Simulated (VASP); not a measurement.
These are SCAN meta-GGA, VASP's PBE PAW potentials (set 64) (plane waves; VASP) values and carry that method's errors.

Input for VASP

**INCAR**
```
ALGO = Normal
EDIFF = 1E-6
EDIFFG = -0.01
ENCUT = 520
IBRION = 2
ISIF = 3
ISMEAR = 0
LASPH = .TRUE.
LCHARG = .FALSE.
LMAXMIX = 4
LMIXTAU = .TRUE.
LREAL = .FALSE.
LWAVE = .FALSE.
METAGGA = SCAN
NELM = 100
NSW = 60
PREC = Accurate
SIGMA = 0.05
SYSTEM = Bi
```

### POSCAR
```
Bi
1.0
  4.1070820555  -2.2686388900  -0.0156453518
  4.1070820555   2.2686388900  -0.0156453518
  2.8681529329   0.0000000000   3.7133258630
Bi
2
Cart
  2.6127559019  -0.0000000000   0.8680728999
  8.4695611420   0.0000000000   2.8139622595
```

### KPOINTS
```
Automatic mesh
0
Gamma
7 7 7
0 0 0
```

POTCAR, in this order: Bi_d (PBE.64 set). Program: vasp_std.

Q: Estimate the energy per atom (σ→0), volume per atom.

A: 
- energy per atom (σ→0) = -78.581 eV/atom
- volume per atom = 34.60 Å^3/atom

### OSZICAR
```
...
DAV:   3    -0.157162218535E+03   -0.36482E-03   -0.52615E-03  1672   0.809E-01    0.179E-02
DAV:   4    -0.157162021522E+03    0.19701E-03   -0.79524E-03  1672   0.843E-01    0.211E-02
DAV:   5    -0.157161595721E+03    0.42580E-03   -0.12203E-03  1672   0.271E-01    0.481E-03
DAV:   6    -0.157161587764E+03    0.79574E-05   -0.21820E-04  1672   0.169E-01    0.208E-03
DAV:   7    -0.157161579333E+03    0.84307E-05   -0.40603E-05  1672   0.677E-02    0.152E-03
DAV:   8    -0.157161581836E+03   -0.25028E-05   -0.57773E-06  1362   0.239E-02    0.983E-04
DAV:   9    -0.157161581867E+03   -0.31694E-07   -0.36786E-06  1329   0.175E-02
   9 F= -.15716158E+03 E0= -.15716158E+03  d E =0.118896E-05
```

The compound is Bi in the a7 structure. This run relaxes it. Symmetry was kept, so distortions that lower it aren't found. The start is the result of an earlier pass.
